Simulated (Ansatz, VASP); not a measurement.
# Cs2HgSe2 in two plane-wave programs, part 2 of 2

One calculation is typed for both programs; each brings its own data sets. How far apart do they land? The cell is taken from a series of runs on this material, whose earlier steps may have relaxed, scaled, displaced or heated it; both programs get it as it stands.

VASP 6.6.1 and Ansatz 0.2.0.

So far: Starting point; Ansatz: dielectric response, PBE.

### 3. VASP: dielectric response, PBE

Level of this step: PBE; plane waves and PAW (Cs_sv, Hg, Se) (VASP).

The same cell, functional and mesh now go to VASP, with its own data sets.

Lines of VASP's logs that name or quote its potential files are left out, and so is its time.

Contents of INCAR:

```
SYSTEM = Cs2HgSe2
PREC = Accurate
ENCUT = 400
EDIFF = 1E-08
NELM = 120
ISMEAR = 0
SIGMA = 0.01
LREAL = .FALSE.
ALGO = Normal
GGA = PE
NBANDS = 52
LORBIT = 11
LWAVE = .FALSE.
LCHARG = .FALSE.
ISIF = 2
LEPSILON = .TRUE.
LASPH = .TRUE.
GGA_COMPAT = .FALSE.
EFERMI = MIDGAP
KPAR = 2
```

Contents of POSCAR:

```
Cs2HgSe2
1.0
    8.1849000000      0.0000000000      0.0000000000
    0.0000000000     10.3302000000      0.0000000000
    0.0000000000      0.0000000000      4.7112000000
Cs Hg Se
4 2 4
Direct
    0.3922200000      0.8331100000      0.5000000000
    0.6077800000      0.1668900000      0.5000000000
    0.8922200000      0.6668900000      0.5000000000
    0.1077800000      0.3331100000      0.5000000000
    0.5000000000      0.5000000000      0.0000000000
    0.0000000000      0.0000000000      0.0000000000
    0.2302500000      0.5944500000      0.0000000000
    0.7697500000      0.4055500000      0.0000000000
    0.7302500000      0.9055500000      0.0000000000
    0.2697500000      0.0944500000      0.0000000000
```

Contents of KPOINTS:

```
Automatic mesh
0
Gamma
4 2 4
0 0 0
```

Potentials, in the order of the species: Cs_sv, Hg and Se (PBE family, release 64).

The run is started by

```
$ mpirun -np 2 vasp_std
```

Numbers of over 12 decimals in the logs are rounded to 6 here.

The program printed:

```text
[banner, memory and clock lines left out]
running    2 mpi-ranks, on    1 nodes
 distrk:  each k-point on    1 cores,    2 groups
 distr:  one band on    1 cores,    1 groups

 POSCAR found type information on POSCAR CsHgSe
 POSCAR found :  3 types and      10 ions
 LDA part: xc-table for (Slater+PW92), standard interpolation
 POSCAR, INCAR and KPOINTS ok, starting setup
 FFT: planning ... GRIDC
 FFT: planning ... GRID_SOFT
 FFT: planning ... GRID
 WAVECAR not read
 entering main loop
       N       E                     dE             d eps       ncg     rms          rms(c)
DAV:   1     0.545677775791E+03    0.54568E+03   -0.30532E+04  1872   0.111E+03
DAV:   2     0.202785346993E+02   -0.52540E+03   -0.50937E+03  2304   0.249E+02
DAV:   3    -0.292544598276E+02   -0.49533E+02   -0.49351E+02  2160   0.809E+01
DAV:   4    -0.300176397509E+02   -0.76318E+00   -0.76181E+00  2192   0.110E+01
DAV:   5    -0.300280192873E+02   -0.10380E-01   -0.10372E-01  2172   0.120E+00    0.115E+01
DAV:   6    -0.266900780164E+02    0.33379E+01   -0.72992E+00  2428   0.140E+01    0.843E+00
DAV:   7    -0.264874825416E+02    0.20260E+00   -0.22669E+00  2048   0.426E+00    0.439E+00
DAV:   8    -0.264683511215E+02    0.19131E-01   -0.22522E-01  2152   0.251E+00    0.737E-01
DAV:   9    -0.264633704580E+02    0.49807E-02   -0.48750E-02  2048   0.133E+00    0.314E-01
DAV:  10    -0.264663338176E+02   -0.29634E-02   -0.72334E-03  2096   0.326E-01    0.212E-01
DAV:  11    -0.264673403849E+02   -0.10066E-02   -0.11963E-03  2128   0.142E-01    0.103E-01
DAV:  12    -0.264679066684E+02   -0.56628E-03   -0.10325E-03  1992   0.125E-01    0.376E-02
DAV:  13    -0.264679094911E+02   -0.28227E-05   -0.27041E-05  2268   0.187E-02    0.151E-02
DAV:  14    -0.264679185993E+02   -0.91082E-05   -0.13473E-05  2036   0.153E-02    0.359E-03
DAV:  15    -0.264679195308E+02   -0.93150E-06   -0.31888E-06  2348   0.606E-03    0.238E-03
DAV:  16    -0.264679197295E+02   -0.19871E-06   -0.26319E-07  2040   0.230E-03    0.116E-03
DAV:  17    -0.264679197568E+02   -0.27242E-07   -0.29302E-08  1736   0.675E-04    0.470E-04
DAV:  18    -0.264679197394E+02    0.17358E-07   -0.71405E-09  1372   0.524E-04    0.187E-04
DAV:  19    -0.264679197404E+02   -0.96770E-09   -0.39457E-09  1152   0.201E-04
   1 F= -.26467920E+02 E0= -.26467920E+02  d E =0.000000E+00
 Linear response reoptimize wavefunctions to high precision
DAV:   1    -0.264679197448E+02   -0.44765E-08   -0.47184E-10  1148   0.931E-05
DAV:   2    -0.264679197448E+02    0.60027E-10   -0.82941E-11  1140   0.261E-05
 Linear response G [H, r] |phi>, progress :
  Direction:   1
       N       E                     dE             d eps       ncg     rms
RMM:   1    -0.375896377860E+03   -0.37590E+03    0.96129E+02  3925   0.994E+01
RMM:   2    -0.378285878928E+03   -0.23895E+01   -0.48378E+01  3169   0.221E+01
RMM:   3    -0.378864119623E+03   -0.57824E+00   -0.15350E+00  3158   0.299E+00
RMM:   4    -0.378886018124E+03   -0.21899E-01   -0.69843E-02  3275   0.623E-01
RMM:   5    -0.378887458500E+03   -0.14404E-02   -0.52298E-03  3321   0.131E-01
RMM:   6    -0.378887516327E+03   -0.57827E-04   -0.13141E-03  3380   0.380E-02
RMM:   7    -0.378887524455E+03   -0.81281E-05   -0.10683E-03  3425   0.172E-02
RMM:   8    -0.378887524362E+03    0.93606E-07   -0.10951E-03  3242   0.129E-02
RMM:   9    -0.378887517475E+03    0.68867E-05   -0.13215E-03  3075   0.120E-02
RMM:  10    -0.378887523044E+03   -0.55694E-05   -0.14901E-03  3082   0.118E-02
RMM:  11    -0.378887516212E+03    0.68328E-05   -0.10549E-03  2991   0.117E-02
 Linear response G [H, r] |phi>, progress :
  Direction:   2
       N       E                     dE             d eps       ncg     rms
RMM:   1    -0.380949496376E+03   -0.38095E+03    0.83250E+02  3768   0.934E+01
RMM:   2    -0.382449232992E+03   -0.14997E+01   -0.38089E+01  3153   0.194E+01
RMM:   3    -0.383092271685E+03   -0.64304E+00   -0.22200E+00  3145   0.292E+00
RMM:   4    -0.383121084873E+03   -0.28813E-01   -0.13112E-01  3291   0.636E-01
RMM:   5    -0.383122091349E+03   -0.10065E-02   -0.11502E-02  3322   0.143E-01
RMM:   6    -0.383122134438E+03   -0.43089E-04   -0.16414E-03  3405   0.402E-02
RMM:   7    -0.383122138394E+03   -0.39568E-05   -0.94739E-04  3427   0.177E-02
RMM:   8    -0.383122142703E+03   -0.43089E-05   -0.67248E-04  3313   0.126E-02
RMM:   9    -0.383122141918E+03    0.78525E-06   -0.74572E-04  3126   0.115E-02
RMM:  10    -0.383122138812E+03    0.31056E-05   -0.91349E-04  3108   0.112E-02
RMM:  11    -0.383122137222E+03    0.15902E-05   -0.72652E-04  3053   0.112E-02
RMM:  12    -0.383122150055E+03   -0.12832E-04   -0.90432E-04  3027   0.111E-02
 Linear response G [H, r] |phi>, progress :
  Direction:   3
       N       E                     dE             d eps       ncg     rms
RMM:   1    -0.385278718246E+03   -0.38528E+03    0.75938E+02  3545   0.894E+01
RMM:   2    -0.383681101819E+03    0.15976E+01   -0.35750E+01  3127   0.182E+01
RMM:   3    -0.384363305199E+03   -0.68220E+00   -0.20028E+00  3120   0.272E+00
RMM:   4    -0.384387724891E+03   -0.24420E-01   -0.11632E-01  3288   0.571E-01
RMM:   5    -0.384388380001E+03   -0.65511E-03   -0.97550E-03  3292   0.133E-01
RMM:   6    -0.384388445047E+03   -0.65046E-04   -0.11367E-03  3368   0.384E-02
RMM:   7    -0.384388441834E+03    0.32129E-05   -0.36648E-04  3342   0.183E-02
[...]
RMM:  11    -0.390370771301E+01   -0.36065E-07   -0.25794E-06  2061   0.953E-04
 change of polarisation eV/A/(eV/A) component  2 :     0.000     7.807     0.000
 dielectric tensor                  component  2 :     0.000     4.547     0.000
 Linear response to external field (no local field effect), progress :
  Direction:   3
       N       E                     dE             d eps       ncg     rms          rms(c)
RMM:   1    -0.330457035989E+01   -0.33046E+01   -0.93737E+00  3527   0.415E+00
RMM:   2    -0.334159727611E+01   -0.37027E-01   -0.10439E-01  3110   0.726E-01
RMM:   3    -0.334242315811E+01   -0.82588E-03   -0.35151E-03  3086   0.873E-02
RMM:   4    -0.334247223343E+01   -0.49075E-04   -0.15226E-04  3217   0.158E-02
RMM:   5    -0.334247528181E+01   -0.30484E-05   -0.19422E-05  3177   0.385E-03
RMM:   6    -0.334247546565E+01   -0.18384E-06   -0.80880E-06  2722   0.168E-03
RMM:   7    -0.334247549010E+01   -0.24443E-07   -0.70529E-06  2289   0.124E-03
RMM:   8    -0.334247549205E+01   -0.19493E-08   -0.77048E-06  2119   0.115E-03
RMM:   9    -0.334247549363E+01   -0.15822E-08   -0.14245E-05  2045   0.113E-03
RMM:  10    -0.334247551474E+01   -0.21110E-07   -0.10775E-05  2055   0.113E-03
 change of polarisation eV/A/(eV/A) component  3 :    -0.059     0.000     6.685
 dielectric tensor                  component  3 :    -0.027     0.000     4.037
 Linear response to external field, progress :
  Direction:   1
       N       E                     dE             d eps       ncg     rms          rms(c)
RMM:   1    -0.579580593498E+01   -0.57958E+01   -0.26081E+01  3542   0.487E+00
RMM:   2    -0.590136646958E+01   -0.10556E+00   -0.21544E-01  3216   0.941E-01    0.453E+00
RMM:   3    -0.458356798452E+01    0.13178E+01   -0.21961E+00  3143   0.301E+00    0.177E+00
RMM:   4    -0.458730136733E+01   -0.37334E-02   -0.39107E-01  3226   0.145E+00    0.911E-01
RMM:   5    -0.472902167866E+01   -0.14172E+00   -0.89292E-02  3123   0.840E-01    0.300E-01
RMM:   6    -0.476226681426E+01   -0.33245E-01   -0.10427E-02  3271   0.238E-01    0.162E-01
RMM:   7    -0.478774589653E+01   -0.25479E-01   -0.32265E-03  3187   0.186E-01    0.534E-02
RMM:   8    -0.478940091774E+01   -0.16550E-02    0.78957E-04  3169   0.391E-02    0.226E-02
RMM:   9    -0.478975766439E+01   -0.35675E-03    0.30042E-04  3251   0.231E-02    0.653E-03
RMM:  10    -0.478992414634E+01   -0.16648E-03    0.14373E-05  3222   0.619E-03    0.349E-03
RMM:  11    -0.478991387159E+01    0.10275E-04   -0.13499E-04  3173   0.390E-03    0.942E-04
RMM:  12    -0.478994875524E+01   -0.34884E-04   -0.14145E-04  3329   0.165E-03    0.300E-04
RMM:  13    -0.478994587014E+01    0.28851E-05   -0.11273E-04  3299   0.119E-03    0.933E-05
RMM:  14    -0.478994455788E+01    0.13123E-05   -0.14546E-04  3071   0.924E-04    0.855E-05
RMM:  15    -0.478994102944E+01    0.35284E-05   -0.95288E-05  2821   0.896E-04    0.110E-05
RMM:  16    -0.478994069945E+01    0.32999E-06   -0.10591E-04  2459   0.872E-04    0.661E-06
 change of polarisation eV/A/(eV/A) component  1 :     8.790     0.000    -0.049
 dielectric tensor                  component  1 :     4.993     0.000    -0.022
 Linear response to external field, progress :
  Direction:   2
       N       E                     dE             d eps       ncg     rms          rms(c)
RMM:   1    -0.383943266560E+01   -0.38394E+01   -0.12841E+01  3529   0.447E+00
RMM:   2    -0.390203826505E+01   -0.62606E-01   -0.11676E-01  3182   0.826E-01    0.335E+00
RMM:   3    -0.332882505726E+01    0.57321E+00   -0.96188E-01  2999   0.252E+00    0.152E+00
RMM:   4    -0.337565548605E+01   -0.46830E-01   -0.41478E-01  3130   0.169E+00    0.656E-01
RMM:   5    -0.349546592544E+01   -0.11981E+00   -0.33932E-02  3142   0.563E-01    0.214E-01
RMM:   6    -0.353739324966E+01   -0.41927E-01   -0.39097E-03  3119   0.179E-01    0.887E-02
RMM:   7    -0.355680035724E+01   -0.19407E-01   -0.12096E-03  3179   0.104E-01    0.339E-02
RMM:   8    -0.355903819843E+01   -0.22378E-02   -0.15739E-04  3119   0.287E-02    0.937E-03
RMM:   9    -0.356009003755E+01   -0.10518E-02   -0.72153E-05  3233   0.137E-02    0.448E-03
RMM:  10    -0.356011288791E+01   -0.22850E-04   -0.28020E-05  3260   0.335E-03    0.154E-03
RMM:  11    -0.356024752648E+01   -0.13464E-03   -0.35078E-05  3017   0.285E-03    0.330E-04
RMM:  12    -0.356021460651E+01    0.32920E-04   -0.24531E-05  3325   0.119E-03    0.175E-04
RMM:  13    -0.356020759465E+01    0.70119E-05   -0.31591E-05  3208   0.942E-04    0.542E-05
RMM:  14    -0.356020200960E+01    0.55851E-05   -0.16771E-05  2901   0.867E-04    0.241E-05
RMM:  15    -0.356020169593E+01    0.31367E-06   -0.30411E-05  2596   0.847E-04    0.712E-06
 change of polarisation eV/A/(eV/A) component  2 :     0.000     6.433     0.000
 dielectric tensor                  component  2 :     0.000     3.922     0.000
 Linear response to external field, progress :
  Direction:   3
       N       E                     dE             d eps       ncg     rms          rms(c)
RMM:   1    -0.330457035989E+01   -0.33046E+01   -0.93737E+00  3527   0.415E+00
RMM:   2    -0.334159799474E+01   -0.37028E-01   -0.10439E-01  3110   0.726E-01    0.302E+00
RMM:   3    -0.296035063665E+01    0.38125E+00   -0.61932E-01  2854   0.231E+00    0.146E+00
RMM:   4    -0.304121930441E+01   -0.80869E-01   -0.48561E-01  2986   0.190E+00    0.535E-01
RMM:   5    -0.317456818348E+01   -0.13335E+00   -0.20792E-02  3043   0.590E-01    0.100E-01
RMM:   6    -0.317425149654E+01    0.31669E-03   -0.11747E-03  3130   0.965E-02    0.475E-02
RMM:   7    -0.318344171962E+01   -0.91902E-02   -0.35607E-04  2978   0.638E-02    0.979E-03
RMM:   8    -0.318474461549E+01   -0.13029E-02   -0.20752E-05  3114   0.126E-02    0.640E-03
RMM:   9    -0.318581620944E+01   -0.10716E-02   -0.14077E-05  3058   0.111E-02    0.953E-04
RMM:  10    -0.318578741562E+01    0.28794E-04   -0.57253E-06  3208   0.206E-03    0.622E-04
RMM:  11    -0.318582714113E+01   -0.39726E-04   -0.53802E-06  3157   0.191E-03    0.137E-04
RMM:  12    -0.318579303286E+01    0.34108E-04   -0.96026E-06  3209   0.109E-03    0.904E-05
RMM:  13    -0.318579694922E+01   -0.39164E-05   -0.84184E-06  2992   0.996E-04    0.223E-05
RMM:  14    -0.318579836333E+01   -0.14141E-05   -0.94160E-06  2427   0.953E-04    0.810E-06
 change of polarisation eV/A/(eV/A) component  3 :    -0.062    -0.000     5.740
 dielectric tensor                  component  3 :    -0.028    -0.000     3.607
 Born effective charges drift removed
```

From OUTCAR (step 3):

```text
ion  position               nearest neighbor table
   1  0.392  0.833  0.500-
   2  0.608  0.167  0.500-
   3  0.892  0.667  0.500-
   4  0.108  0.333  0.500-
   5  0.500  0.500  0.000-   7 2.41   8 2.41
   6  0.000  0.000  0.000-   9 2.41  10 2.41
   7  0.230  0.594  0.000-   5 2.41
   8  0.770  0.406  0.000-   5 2.41
   9  0.730  0.906  0.000-   6 2.41
  10  0.270  0.094  0.000-   6 2.41

  LATTYP: Found a simple orthorhombic cell.
 ALAT       =     4.7112000000
 B/A-ratio  =     1.7373280693
 C/A-ratio  =     2.1926897606

 Subroutine GETGRP returns: Found  8 space group operations
 (whereof  4 operations were pure point group operations)

The static configuration has the point symmetry C_2h.
 The point group associated with its full space group is D_2h.

 Found     18 irreducible k-points:

   k-points           NKPTS =     18   k-points in BZ     NKDIM =     18   number of bands    NBANDS=     52

   dimension x,y,z NGX =    54 NGY =   70 NGZ =   32
   dimension x,y,z NGXF=   108 NGYF=  140 NGZF=   64

   ENCUT  =  400.0 eV  29.40 Ry    5.42 a.u.  13.35 16.85  7.68*2*pi/ulx,y,z

   NELECT =      84.0000    total number of electrons

 k-points in reciprocal lattice and weights: Automatic mesh
   0.00000000  0.00000000  0.00000000       0.031
   0.25000000  0.00000000  0.00000000       0.062
   0.50000000  0.00000000  0.00000000       0.031
   0.00000000  0.50000000  0.00000000       0.031
   0.25000000  0.50000000  0.00000000       0.062
   0.50000000  0.50000000  0.00000000       0.031
   0.00000000  0.00000000  0.25000000       0.062
   0.25000000  0.00000000  0.25000000       0.125
   0.50000000  0.00000000  0.25000000       0.062
[...]
0.25000000  0.50000000  0.50000000       0.062
   0.50000000  0.50000000  0.50000000       0.031

 average (electrostatic) potential at core
       1 -49.9907       2 -49.9907       3 -49.9907       4 -49.9907       5 -42.4406
       6 -42.4406       7 -56.0406       8 -56.0406       9 -56.0406      10 -56.0406

  Total        7.0284359      3.8067030      3.0915134      0.0000000      0.0000000      0.0000000
  in kB       28.2693370     15.3110838     12.4344925      0.0000000      0.0000000      0.0000000
  external PRESSURE =      18.6716377 kB  Pullay stress =       0.0000000 kB

  energy-cutoff  :      400.00
  volume of cell :      398.34
      direct lattice vectors                 reciprocal lattice vectors
     8.184900000  0.000000000  0.000000000     0.122176203  0.000000000  0.000000000
     0.000000000 10.330200000  0.000000000     0.000000000  0.096803547  0.000000000
     0.000000000  0.000000000  4.711200000     0.000000000  0.000000000  0.212260146

 POSITION                                       TOTAL-FORCE (eV/Angst)
 -----------------------------------------------------------------------------------
      3.21028      8.60619      2.35560        -0.006838     -0.012101      0.000000
      4.97462      1.72401      2.35560         0.006838      0.012101      0.000000
      7.30273      6.88911      2.35560        -0.006838      0.012101      0.000000
      0.88217      3.44109      2.35560         0.006838     -0.012101      0.000000
      4.09245      5.16510      0.00000         0.000000      0.000000      0.000000
      0.00000      0.00000      0.00000         0.000000      0.000000      0.000000
      1.88457      6.14079      0.00000        -0.461403      0.200280      0.000000
      6.30033      4.18941      0.00000         0.461403     -0.200280      0.000000
      5.97702      9.35451      0.00000        -0.461403     -0.200280      0.000000
      2.20788      0.97569      0.00000         0.461403      0.200280      0.000000
 -----------------------------------------------------------------------------------
    total drift:                                0.000000      0.000000      0.000000

 MACROSCOPIC STATIC DIELECTRIC TENSOR (including local field effects in DFT)
 ------------------------------------------------------
           4.992922     0.000000     0.000000
           0.000000     3.922167     0.000000
           0.000000     0.000000     3.607442
 ------------------------------------------------------

 PIEZOELECTRIC TENSOR (including local field effects)  for field in x, y, z        (C/m^2)
          XX          YY          ZZ          XY          YZ          ZX
  --------------------------------------------------------------------------------
  x     0.00000     0.00000     0.00000     0.00000     0.00000     0.00000
  y     0.00000     0.00000     0.00000     0.00000     0.00000     0.00000
  z     0.00000     0.00000     0.00000     0.00000     0.00000     0.00000

 BORN EFFECTIVE CHARGES (including local field effects) (in |e|, cummulative output)
 ---------------------------------------------------------------------------------
 ion    1
    1     1.17755    -0.17129     0.00000
    2     0.21213     1.29853     0.00000
    3     0.00000     0.00000     1.35651
 ion    2
    1     1.17755    -0.17129     0.00000
    2     0.21213     1.29853     0.00000
    3     0.00000     0.00000     1.35651
 ion    3
    1     1.17755     0.17129     0.00000
    2    -0.21213     1.29853     0.00000
    3     0.00000     0.00000     1.35651
 ion    4
    1     1.17755     0.17129     0.00000
    2    -0.21213     1.29853     0.00000
    3     0.00000     0.00000     1.35651
 ion    5
    1     2.01997    -0.93933     0.00000
    2    -0.94124     0.39792     0.00000
    3     0.00000     0.00000    -0.15694
 ion    6
    1     2.01997     0.93933     0.00000
    2     0.94124     0.39792     0.00000
    3     0.00000     0.00000    -0.15694
 ion    7
    1    -2.18753     0.32007     0.00000
    2     0.43932    -1.49749     0.00000
    3     0.00000     0.00000    -1.27803
 ion    8
    1    -2.18753     0.32007     0.00000
    2     0.43932    -1.49749     0.00000
    3     0.00000     0.00000    -1.27803
 ion    9
    1    -2.18753    -0.32007     0.00000
    2    -0.43932    -1.49749     0.00000
    3     0.00000     0.00000    -1.27803
 ion   10
    1    -2.18753    -0.32007     0.00000
    2    -0.43932    -1.49749     0.00000
    3     0.00000     0.00000    -1.27803
```

The dielectric response converges more slowly with the mesh than energies do, so tensor and charges may still move on a finer one.

### 4. Comparison

Known differences besides the potentials themselves: fixed occupations in Ansatz, narrow Gaussian smearing in VASP; VASP's response is taken on the typed mesh, Ansatz refines its own for the field response alone; the data sets hold 140 valence electrons in Ansatz (on its PAW soft_1 files) and 84 in VASP; the cutoff is 420 eV in Ansatz and 400 eV in VASP. Total energies have different zeros and are not compared.

The two programs side by side:

```csv
quantity,Ansatz,VASP,difference
ε∞ xx,5.01,4.99,+0.34 %
ε∞ yy,3.90,3.92,-0.45 %
ε∞ zz,3.57,3.61,-1.17 %
Born charge of Cs1 (mean of the diagonal) (e),1.28,1.28,0.00
Born charge of Hg5 (mean of the diagonal) (e),0.75,0.75,-0.01
Born charge of Se7 (mean of the diagonal) (e),-1.65,-1.65,0.00
```

### 5. Summary of results

| Item | Value |
| --- | --- |
| difference in ε∞ zz (dielectric response, PBE) | -1.2 % |

The difference in ε∞ zz is -1.2 % (dielectric response, PBE), within the 5 % picked in this series as the mark of a large difference. The data sets hold unlike numbers of valence electrons (140 in Ansatz and 84 in VASP), so part of the differences comes from the potentials. Such differences can come from data sets, numerical settings and the points named under the comparisons, not from the functional's error against experiment.

[Lines on the potential files, build, host, timing and source positions are cut from VASP's logs without a mark.]

[Logs are printed without paths, hosts, clocks, repeated set-up lines and the standing remarks that a program may print on its own settings, such as how far it seeks lower states.]

[Hosts, paths, dates, database ids (printed as entryN), source tags and the programs' standing remarks are cut or masked in the printed files.]
